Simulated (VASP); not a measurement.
Here is the system:

```xyz
2
Lattice="0.0000 2.8085 2.8085 2.8085 0.0000 2.8085 2.8085 2.8085 0.0000" Properties=species:S:1:pos:R:3 pbc="T T T"
Li     0.0000     0.0000     0.0000
Br     2.8085     2.8085     2.8085
```

The numbers are results of RPBE GGA, VASP's PBE PAW potentials (set 64) (plane waves; VASP 6.6.1), not measurements. Run with 520 eV cut-off, Gaussian smearing of 0.050 eV, potentials Li_sv Br.

Give the energies of bands 3 to 8 at the high-symmetry points, in eV from the valence-band maximum.

```
band      Γ      X      U      L      W
----  -----  -----  -----  -----  -----
3      0.00  -2.55  -2.20  -2.57  -1.89
4      0.00  -1.00  -1.63  -0.24  -1.89
5      0.00  -1.00  -0.76  -0.24  -1.01
6      4.92   6.32   6.76   5.79   7.94
7     10.55   7.37   8.72   8.22   8.60
8     10.55  11.32  10.22   8.22   9.42
```

The gap is indirect, 4.92 eV, from the valence maximum at K-Γ at 0.79 to the conduction minimum at Γ.

Measured: gap 7.60 eV (computed value off by -2.68 eV), as given by Abedi et al., (2022), arXiv:2211.14644.

The compound is LiBr in the rock salt structure. It was relaxed first, which changed the volume by +7 %.
